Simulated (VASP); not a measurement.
A convergence study with VASP on TlBr (CsCl type): one setting is varied, all else stays as given below, so the limit is that of these other settings. Each run relaxes cell and ions; the cell shown is the tightest run's result.

```
TlBr
1.0
    4.04971     0.00000     0.00000
    0.00000     4.04971     0.00000
    0.00000     0.00000     4.04971
Tl Br
1 1
Direct
  0.00000   0.00000   0.00000
  0.50000   0.50000   0.50000
```

Calculation: PBE GGA, VASP's PBE PAW potentials (set 64) (plane waves; VASP 6.6.1). The tightest run used: 550 eV cut-off, 11×11×11 Γ-centred mesh, Gaussian smearing of 0.050 eV, potentials Tl_d Br.

The reference is 11×11×11 mesh, which took about 3 core-minutes. Costs are core time on shared hosts, one run each; read them as rough ratios.

Of the settings 2×2×2 mesh; 3×3×3 mesh; 4×4×4 mesh; 5×5×5 mesh; 6×6×6 mesh; 7×7×7 mesh; 8×8×8 mesh; 9×9×9 mesh; 10×10×10 mesh; 11×11×11 mesh, which is the lowest that keeps the difference from the reference in relaxed volume (Å³/atom) within 0.1 from there on, and what does it cost?

5×5×5 mesh; its cost over the reference is about 1/4.
| setting | difference in relaxed volume (Å³/atom) | cost over the reference |
|---|---|---|
| 2×2×2 mesh | 4.549 | about 1/5 |
| 3×3×3 mesh | 0.132 | about 1/7 |
| 4×4×4 mesh | 0.164 | about 1/3 |
| 5×5×5 mesh | 0.008 | about 1/4 |
| 6×6×6 mesh | 0.011 | about 1/2 |
| 7×7×7 mesh | 0.002 | about 1/2 |
| 8×8×8 mesh | 0.000 | within a factor of 2 |
| 9×9×9 mesh | 0.001 | within a factor of 2 |
| 10×10×10 mesh | 0.000 | within a factor of 2 |
| 11×11×11 mesh | 0.000 | reference |

Left out are rungs that failed or repeat a setting and relaxations that didn't move; long series are thinned to 24 rows.

The compound is TlBr in the CsCl type structure.
